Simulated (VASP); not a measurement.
Data:

```
ZrSe2
1.0
    1.91983    -3.32525     0.00000
    1.91983     3.32525     0.00000
    0.00000     0.00000     8.77429
Zr Se
1 2
Direct
  0.00000   0.00000   0.00000
  0.33333   0.66667   0.17964
  0.66667   0.33333   0.82036
```

These are revPBE GGA, VASP's PBE PAW potentials (set 64) (plane waves; VASP) values and carry that method's errors. Numerical set-up: 520 eV cut-off, 6×6×3 Γ-centred mesh, Gaussian smearing of 0.050 eV, potentials Zr_sv Se.

Without a dispersion term in the relaxation, distances and binding between the weakly bound layers, chains or molecules are unreliable, and so is what depends on them.

Problem. What does the run give for the energy per atom (σ→0)?

Solution. 
The energy per atom (σ→0) comes out as -6.250 eV/atom.

The compound is ZrSe2 in the 1T layered structure. It was relaxed first, which changed the volume by +48 %. The start is the result of an earlier pass.
